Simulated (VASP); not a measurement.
These are PBEsol GGA, VASP's PBE PAW potentials (set 64) (plane waves; VASP) values and carry that method's errors.

VASP ran on this input.

### INCAR
```
ALGO  =  Normal
EDIFF  =  1E-7
ENCUT  =  400
GGA  =  PS
ISIF  =  2
ISMEAR  =  -5
LASPH  =  T
LCHARG  =  T
LORBIT  =  11
LREAL  =  F
LWAVE  =  F
NEDOS  =  601
NELM  =  100
PREC  =  Accurate
SYSTEM  =  P
```

KPOINTS:
```
K-points
0
G
 13 13 13
0 0 0
```

**POSCAR**
```
P
1
   -0.0000000000     2.6871060473     2.6871060473
    2.6871060473    -0.0000000000     2.6871060473
    2.6871060473     2.6871060473     0.0000000000
P
2
Direct
  0.7500000000   0.7500000000   0.7500000000
  0.5000000000   0.5000000000   0.5000000000
```

POTCAR, in this order: P (PBE.64 set). Program: vasp_std.

The run wrote:

OUTCAR:
```
 ion  position               nearest neighbor table
   1  0.750  0.750  0.750-   2 2.33   2 2.33   2 2.33   2 2.33
   2  0.500  0.500  0.500-   1 2.33   1 2.33   1 2.33   1 2.33
  LATTYP: Found a face centered cubic cell.
 ALAT       =     5.3742120946
 Subroutine PRICEL returns:
 Original cell was already a primitive cell.
 Subroutine GETGRP returns: Found 48 space group operations
The static configuration has the point symmetry T_d .
 The point group associated with its full space group is O_h .
The dynamic configuration has the point symmetry T_d .
 Subroutine INISYM returns: Found 48 space group operations
 Subroutine IBZKPT returns following result:
 Found     84 irreducible k-points:

 Following reciprocal coordinates:
            Coordinates               Weight
  0.000000  0.000000  0.000000      1.000000
  0.076923  0.000000  0.000000      8.000000
  0.153846  0.000000  0.000000      8.000000
  0.230769  0.000000  0.000000      8.000000
  0.307692  0.000000  0.000000      8.000000
  0.384615  0.000000  0.000000      8.000000
  0.461538  0.000000  0.000000      8.000000
  0.076923  0.076923  0.000000      6.000000
  0.153846  0.076923  0.000000     24.000000
  0.230769  0.076923  0.000000     24.000000
  0.307692  0.076923  0.000000     24.000000
  0.384615  0.076923  0.000000     24.000000
  0.461538  0.076923  0.000000     24.000000
 -0.461538  0.076923  0.000000     24.000000
 -0.384615  0.076923  0.000000     24.000000
 -0.307692  0.076923  0.000000     24.000000
 -0.230769  0.076923  0.000000     24.000000
 -0.153846  0.076923  0.000000     24.000000
 -0.076923  0.076923  0.000000     12.000000
  0.153846  0.153846  0.000000      6.000000
  0.230769  0.153846  0.000000     24.000000
  0.307692  0.153846  0.000000     24.000000
  0.384615  0.153846  0.000000     24.000000
  0.461538  0.153846  0.000000     24.000000
 -0.461538  0.153846  0.000000     24.000000
 -0.384615  0.153846  0.000000     24.000000
 -0.307692  0.153846  0.000000     24.000000
 -0.230769  0.153846  0.000000     24.000000
 -0.153846  0.153846  0.000000     12.000000
  0.230769  0.230769  0.000000      6.000000
  0.307692  0.230769  0.000000     24.000000
  0.384615  0.230769  0.000000     24.000000
  0.461538  0.230769  0.000000     24.000000
 -0.461538  0.230769  0.000000     24.000000
 -0.384615  0.230769  0.000000     24.000000
 -0.307692  0.230769  0.000000     24.000000
 -0.230769  0.230769  0.000000     12.000000
  0.307692  0.307692  0.000000      6.000000
  0.384615  0.307692  0.000000     24.000000
  0.461538  0.307692  0.000000     24.000000
   k-points           NKPTS =     84   k-points in BZ     NKDIM =     84   number of bands    NBANDS=      9
   number of dos      NEDOS =    601   number of ions     NIONS =      2
   total plane-waves  NPLWV =  21952
   dimension x,y,z NGX =    28 NGY =   28 NGZ =   28
   dimension x,y,z NGXF=    56 NGYF=   56 NGZF=   56
   ions per type =               2
   PREC   = accura    normal or accurate (medium, high low for compatibility)
   ISTART =      0    job   : 0-new  1-cont  2-samecut
   ICHARG =      2    charge: 1-file 2-atom 10-const
   ISPIN  =      1    spin polarized calculation?
   LNONCOLLINEAR =      F non collinear calculations
   LSORBIT =      F    spin-orbit coupling
   INIWAV =      1    electr: 0-lowe 1-rand  2-diag
   ENCUT  =  400.0 eV  29.40 Ry    5.42 a.u.   6.20  6.20  6.20*2*pi/ulx,y,z
   NELM   =    100;   NELMIN=  2; NELMDL= -5     # of ELM steps
   EDIFF  = 0.1E-06   stopping-criterion for ELM
   LREAL  =      F    real-space projection
   NLSPLINE    = F    spline interpolate recip. space projectors
...
```

**OSZICAR**
```
       N       E                     dE             d eps       ncg     rms          rms(c)
DAV:   1     0.193875389665E+02    0.19388E+02   -0.38944E+03  1520   0.757E+02
DAV:   2    -0.968797714359E+01   -0.29076E+02   -0.28558E+02  2361   0.116E+02
DAV:   3    -0.105019156738E+02   -0.81394E+00   -0.81114E+00  1874   0.215E+01
DAV:   4    -0.105092628834E+02   -0.73472E-02   -0.73514E-02  2181   0.218E+00
DAV:   5    -0.105093062070E+02   -0.43324E-04   -0.42797E-04  1931   0.112E-01    0.792E+00
DAV:   6    -0.104635369458E+02    0.45769E-01   -0.20038E-02  1777   0.847E-01    0.469E+00
DAV:   7    -0.104409884303E+02    0.22549E-01   -0.37306E-02  1740   0.120E+00    0.773E-02
DAV:   8    -0.104407237333E+02    0.26470E-03   -0.15371E-03  1645   0.302E-01    0.268E-02
DAV:   9    -0.104407185047E+02    0.52287E-05   -0.30285E-05  2136   0.456E-02    0.153E-02
DAV:  10    -0.104407244818E+02   -0.59771E-05   -0.69141E-07  1775   0.715E-03    0.201E-03
DAV:  11    -0.104407220640E+02    0.24178E-05   -0.45932E-08   990   0.172E-03    0.396E-04
DAV:  12    -0.104407220130E+02    0.50994E-07   -0.48536E-09   870   0.632E-04
   1 F= -.10440722E+02 E0= -.10440722E+02  d E =0.000000E+00
```

**OUTCAR**
```
------------------------ aborting loop because EDIFF is reached ----------------------------------------
  FORCE on cell =-STRESS in cart. coord.  units (eV):
  Direction    XX          YY          ZZ          XY          YZ          ZX
  --------------------------------------------------------------------------------------
  Total        0.0663931      0.0663931      0.0663931      0.0000000      0.0000000      0.0000000
  in kB        2.7412522      2.7412522      2.7412522      0.0000000      0.0000000      0.0000000
  external PRESSURE =       2.7412522 kB  Pullay stress =       0.0000000 kB
  volume of cell :       38.80
      direct lattice vectors                 reciprocal lattice vectors
     0.000000000  2.687106047  2.687106047    -0.186073788  0.186073788  0.186073788
     2.687106047  0.000000000  2.687106047     0.186073788 -0.186073788  0.186073788
     2.687106047  2.687106047  0.000000000     0.186073788  0.186073788 -0.186073788
 POSITION                                       TOTAL-FORCE (eV/Angst)
 -----------------------------------------------------------------------------------
      4.03066      4.03066      4.03066        -0.000000     -0.000000     -0.000000
      2.68711      2.68711      2.68711         0.000000      0.000000      0.000000
 -----------------------------------------------------------------------------------
    total drift:                                0.000000      0.000000     -0.000000
  FREE ENERGIE OF THE ION-ELECTRON SYSTEM (eV)
  ---------------------------------------------------
  free  energy   TOTEN  =       -10.4407220130 eV

  energy  without entropy=      -10.4407220130  energy(sigma->0) =      -10.44072201

 total charge

# of ion       s       p       d       tot
------------------------------------------
    1        1.125   1.269   0.000   2.394
    2        1.125   1.269   0.000   2.394
--------------------------------------------------
tot          2.250   2.538   0.000   4.788
```
(Selected blocks of OUTCAR.)

For a metal the tetrahedron method with Blöchl corrections gives inexact stress and forces.

The structure was generated: P was put into the diamond type (Fd-3m), which need not be its known phase. It was relaxed first, which changed the volume by +29 %.
